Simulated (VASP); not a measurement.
```
Ni3Si
1.0
    3.46148     0.00000     0.00000
    0.00000     3.46148     0.00000
    0.00000     0.00000     3.46148
Si Ni
1 3
Direct
  0.00000   0.00000   0.00000
  0.00000   0.50000   0.50000
  0.50000   0.00000   0.50000
  0.50000   0.50000   0.00000
```

All values below come from PBEsol GGA, VASP's PBE PAW potentials (set 64) (plane waves; VASP). Run with 500 eV cut-off, 9×9×9 Γ-centred mesh, first-order Methfessel-Paxton smearing of 0.10 eV, potentials Si Ni.

Problem. Estimate the energy per atom (σ→0), band gap (on the k-mesh) with the smallest direct gap where there is one.

Solution. 
- band gap (on the k-mesh) = none (metal, semimetal or under 0.01 eV)
- energy per atom (σ→0) = -6.573 eV/atom

Only differences to runs with the same potentials and settings are physical.

The compound is Ni3Si in the L1_2 structure. It was relaxed first. The run is not spin-polarised, so no magnetic state was tried.
